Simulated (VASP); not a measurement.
Wanted: the native input for a VASP 6.6.1 run.

- Task: relaxation of cell and atoms
- Functional: PBE
- Dispersion: D3(BJ)
- Potentials or basis: VASP PAW PBE potentials, release 64 (Ta_pv, Ni, O)
- Cutoff: 600 eV
- k mesh: 5 × 5 × 5
- Occupations: fermi-dirac, width 0.05 eV
- Spin: collinear spin, ferromagnetic start
- Starting moments: [0.0, 0.0, 0.0, 0.0, 1.0, 0.0, 0.0, 0.0, 0.0, 0.0, 0.0, 0.0, 0.0, 0.0, 0.0, 0.0] μB
- Further INCAR settings: ALGO = Normal; EDIFF = 1e-06; IBRION = 2; EDIFFG = -0.01; NSW = 40; ISIF = 3

The structure of Ta4NiO11 lies in POSCAR:

```
Ta4NiO11
1.0
    0.0000000000      4.8671500000      4.8671500000
    4.8671500000      0.0000000000      4.8671500000
    4.8671500000      4.8671500000      0.0000000000
Ta Ni O
4 1 11
Direct
    0.6300700000      0.1098000000      0.6300700000
    0.6300700000      0.6300700000      0.6300700000
    0.1098000000      0.6300700000      0.6300700000
    0.6300700000      0.6300700000      0.1098000000
    0.0000000000      0.0000000000      0.0000000000
    0.2500000000      0.2500000000      0.2500000000
    0.8434600000      0.4696200000      0.8434600000
    0.8434600000      0.8434600000      0.8434600000
    0.4696200000      0.8434600000      0.8434600000
    0.8434600000      0.8434600000      0.4696200000
    0.3002300000      0.6997700000      0.6997700000
    0.6997700000      0.3002300000      0.3002300000
    0.6997700000      0.6997700000      0.3002300000
    0.3002300000      0.3002300000      0.6997700000
    0.3002300000      0.6997700000      0.3002300000
    0.6997700000      0.3002300000      0.6997700000
```

The cell was built by a generator and needn't be a form met in nature.

One way to write it, as run:

INCAR

```
  PREC = Accurate
  ENCUT = 600
  EDIFF = 1E-6
  ISMEAR = -1
  SIGMA = 0.05
  LREAL = False
  LASPH = True
  NELM = 100
  ALGO = Normal
  ISIF = 3
  LWAVE = False
  LCHARG = False
  ISPIN = 2
  MAGMOM = 0 0 0 0 1 0 0 0 0 0 0 0 0 0 0 0
  LORBIT = 11
  LMAXMIX = 4
  GGA = PE
  IVDW = 12
  IBRION = 2
  NSW = 40
  EDIFFG = -0.01
  KPAR = 4
```

KPOINTS

```
Automatic mesh
0
Gamma
  5 5 5
```

Potentials or basis: VASP PAW PBE potentials, release 64 (Ta_pv, Ni, O).

Run with:

```bash
$ cat potpaw_PBE.64/Ta_pv/POTCAR potpaw_PBE.64/Ni/POTCAR potpaw_PBE.64/O/POTCAR > POTCAR
$ mpirun -np 4 vasp_std > vasp.out
```

Results of the run:

```json
{"Relaxed volume": "14.21 Å³/atom", "Relaxed cell": "a = 6.851 Å, b = 6.851 Å, c = 6.851 Å, α = 60.00°, β = 60.00°, γ = 60.00°", "Space group after relaxing (to 0.05 Å)": "F-43m (No. 216)", "Energy gained by relaxing": "10.3 meV/atom", "Ionic steps": "20", "Pressure after relaxing": "0.0 GPa", "Largest force after relaxing": "0.010 eV/Å", "Band gap on the k mesh": "none (metal or under the smearing width)", "Net moment": "1.14 μB per cell", "Site moments": "Ta -0.02; Ni -0.03; O +0.99, -0.00, +0.00 μB", "Valence electrons inside the program's atomic spheres": "Ta 8.86; Ni 8.67; O 4.69, 5.07, 5.09", "Dispersion energy per atom": "-0.202 eV"}
```

Caveat: a cell with one magnetic atom can't hold antiferromagnetic order, which such compounds often take; semilocal functionals often make such compounds metallic where correlation or magnetic order opens a gap, which also shifts bond lengths; pairwise dispersion overbinds metals, which lowers pressure and volume.

Run time: 100 min on 4 MPI ranks on Intel(R) Xeon(R) Platinum 8488C (Sapphire Rapids) (shared host), peak memory 1 GiB a rank.
